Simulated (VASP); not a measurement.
Output of a VASP run:

File OUTCAR:
```
 ion  position               nearest neighbor table
   1  0.000  0.000  0.000-
   2  0.500  0.500  0.500-
  LATTYP: Found a face centered cubic cell.
 ALAT       =     5.4942500000
 Subroutine PRICEL returns:
 Original cell was already a primitive cell.
 Subroutine GETGRP returns: Found 48 space group operations
The static configuration has the point symmetry O_h .
The dynamic configuration has the point symmetry O_h .
 Subroutine INISYM returns: Found 48 space group operations
 Subroutine IBZKPT returns following result:
 Found     10 irreducible k-points:

 Following reciprocal coordinates:
            Coordinates               Weight
  0.125000  0.125000  0.125000      8.000000
  0.375000  0.125000  0.125000     24.000000
 -0.375000  0.125000  0.125000     24.000000
 -0.125000  0.125000  0.125000     24.000000
  0.375000  0.375000  0.125000     24.000000
 -0.375000  0.375000  0.125000     48.000000
 -0.125000  0.375000  0.125000     48.000000
 -0.375000 -0.375000  0.125000     24.000000
  0.375000  0.375000  0.375000      8.000000
 -0.375000  0.375000  0.375000     24.000000
   k-points           NKPTS =     10   k-points in BZ     NKDIM =     10   number of bands    NBANDS=     11
   number of dos      NEDOS =    301   number of ions     NIONS =      2
   total plane-waves  NPLWV =   5832
   dimension x,y,z NGX =    18 NGY =   18 NGZ =   18
   dimension x,y,z NGXF=    36 NGYF=   36 NGZF=   36
   ions per type =               1   1
   PREC   = accura    normal or accurate (medium, high low for compatibility)
   ISTART =      0    job   : 0-new  1-cont  2-samecut
   ICHARG =      2    charge: 1-file 2-atom 10-const
   ISPIN  =      1    spin polarized calculation?
   LNONCOLLINEAR =      F non collinear calculations
   LSORBIT =      F    spin-orbit coupling
   INIWAV =      1    electr: 0-lowe 1-rand  2-diag
   ENCUT  =  210.0 eV  15.43 Ry    3.93 a.u.   4.59  4.59  4.59*2*pi/ulx,y,z
   NELM   =    100;   NELMIN=  2; NELMDL= -5     # of ELM steps
   EDIFF  = 0.1E-05   stopping-criterion for ELM
   LREAL  =      F    real-space projection
   NLSPLINE    = F    spline interpolate recip. space projectors
   LMAXMIX     =    2 max onsite mixed and CHGCAR
   VOSKOWN=      0    Vosko Wilk Nusair interpolation
   EDIFFG = 0.1E-04   stopping-criterion for IOM
   NSW    =      0    number of steps for IOM
   NBLOCK =      1;   KBLOCK =      1    inner block; outer block
   IBRION =     -1    ionic relax: 0-MD 1-quasi-New 2-CG
   NFREE  =      0    steps in history (QN), initial steepest desc. (CG)
   ISIF   =      2    stress and relaxation
   ISYM   =      2    0-nonsym 1-usesym 2-fastsym
   TEIN   =    0.0    initial temperature
   TEBEG  =    0.0;   TEEND  =   0.0 temperature during run
   SMASS  =  -3.00    Nose mass-parameter (am)
   PSTRESS=    0.0 pullay stress
   NELECT =      14.0000    total number of electrons
   EFERMI =   0.00;   METHOD = LEGACY
   ISMEAR =     0;   SIGMA  =   0.01  broadening in eV -4-tet -1-fermi 0-gaus
   IALGO  =     38    algorithm
   LDIAG  =      T    sub-space diagonalisation (order eigenvalues)
   IMIX   =      4    mixing-type and parameters
     AMIX     =   0.40;   BMIX     =  1.00
     AMIX_MAG =   1.60;   BMIX_MAG =  1.00
     AMIN     =   0.10
   GGA     = PE    functional components
   VOSKOWN =     0    Vosko Wilk Nusair interpolation
   LHFCALC =     F    Hartree Fock is set to
   LHFONE  =     F    Hartree Fock one center treatment
   AEXX    =    0.0000 exact exchange contribution
   IVDW    =     0    specifies the selected vdW correction
   LEPSILON=     F    determine dielectric tensor
   LRPA    =     F    only Hartree local field effects (RPA)
  energy-cutoff  :      210.00
  volume of cell :       41.46
      direct lattice vectors                 reciprocal lattice vectors
     0.000000000  2.747125000  2.747125000    -0.182008463  0.182008463  0.182008463
     2.747125000  0.000000000  2.747125000     0.182008463 -0.182008463  0.182008463
     2.747125000  2.747125000  0.000000000     0.182008463  0.182008463 -0.182008463
...
```

File OSZICAR:
```
       N       E                     dE             d eps       ncg     rms          rms(c)
DAV:   1     0.504591887276E+02    0.50459E+02   -0.50532E+03   252   0.644E+02
DAV:   2    -0.416317241563E+01   -0.54622E+02   -0.51591E+02   251   0.182E+02
DAV:   3    -0.674040830788E+01   -0.25772E+01   -0.25706E+01   259   0.428E+01
DAV:   4    -0.676673664531E+01   -0.26328E-01   -0.26315E-01   247   0.463E+00
DAV:   5    -0.676715146892E+01   -0.41482E-03   -0.41480E-03   269   0.578E-01    0.619E+00
DAV:   6    -0.661020280140E+01    0.15695E+00   -0.29833E-01   259   0.493E+00    0.444E+00
DAV:   7    -0.660702516221E+01    0.31776E-02   -0.11674E-01   250   0.293E+00    0.176E+00
DAV:   8    -0.661046350695E+01   -0.34383E-02   -0.83664E-03   244   0.906E-01    0.182E-01
DAV:   9    -0.661053999271E+01   -0.76486E-04   -0.16606E-04   256   0.108E-01    0.610E-02
DAV:  10    -0.661069606525E+01   -0.15607E-03   -0.21442E-04   244   0.113E-01    0.361E-02
DAV:  11    -0.661069363891E+01    0.24263E-05   -0.70409E-06   250   0.213E-02    0.573E-03
DAV:  12    -0.661069361483E+01    0.24083E-07   -0.87696E-07   238   0.829E-03
   1 F= -.66106936E+01 E0= -.66106936E+01  d E =-.113125E-62
```

**OUTCAR**
```
------------------------ aborting loop because EDIFF is reached ----------------------------------------
  FORCE on cell =-STRESS in cart. coord.  units (eV):
  Direction    XX          YY          ZZ          XY          YZ          ZX
  --------------------------------------------------------------------------------------
  Total       -4.1208510     -4.1208510     -4.1208510      0.0000000      0.0000000      0.0000000
  in kB     -159.2326927   -159.2326927   -159.2326927      0.0000000      0.0000000      0.0000000
  external PRESSURE =    -159.2326927 kB  Pullay stress =       0.0000000 kB
  volume of cell :       41.46
      direct lattice vectors                 reciprocal lattice vectors
     0.000000000  2.747125000  2.747125000    -0.182008463  0.182008463  0.182008463
     2.747125000  0.000000000  2.747125000     0.182008463 -0.182008463  0.182008463
     2.747125000  2.747125000  0.000000000     0.182008463  0.182008463 -0.182008463
  FREE ENERGIE OF THE ION-ELECTRON SYSTEM (eV)
  ---------------------------------------------------
  free  energy   TOTEN  =        -6.6106936148 eV

  energy  without entropy=       -6.6106936148  energy(sigma->0) =       -6.61069361
```
(Selected blocks of OUTCAR.)

**POSCAR**
```
NaCl
1
    0.0000000000     2.7471250000     2.7471250000
    2.7471250000     0.0000000000     2.7471250000
    2.7471250000     2.7471250000     0.0000000000
Na Cl
1 1
Direct
  0.0000000000   0.0000000000   0.0000000000
  0.5000000000   0.5000000000   0.5000000000
```

### Question
Write an INCAR and KPOINTS that could have produced this output.

### Answer
One answer among several that fit: the input of the run itself, PBE GGA, plane waves, VASP's PBE PAW potentials (set 64).

**KPOINTS**
```
Automatic mesh
0
Gamma
4 4 4
0.5 0.5 0.5
```

### INCAR
```
SYSTEM = NaCl
PREC = Accurate; ENCUT = 210; LREAL = .FALSE.
LASPH = .TRUE.
EDIFF = 1E-6; NELM = 100; ALGO = Normal
ISMEAR = 0; SIGMA = 0.01
GGA = PE
ISIF = 2
LWAVE = .FALSE.; LCHARG = .FALSE.
```

POTCAR, in this order: Na_pv Cl (PBE.64 set). Program: vasp_std.

At this cut-off the stress carries a Pulay error, which pulls relaxed volumes low.

The structure comes from a computed database's NaCl entry; how it stands against other phases isn't given here. The cell was not relaxed at this level. The k-mesh is coarse (spacing up to 0.50 per Å, 2π included), so the numbers may not be converged in it. The run is one of a series of settings (ENCUT = 210, KPOINTS 4×4×4 Γ-centred mesh shifted by (0.5, 0.5, 0.5) against the base run), some of them coarse on purpose.
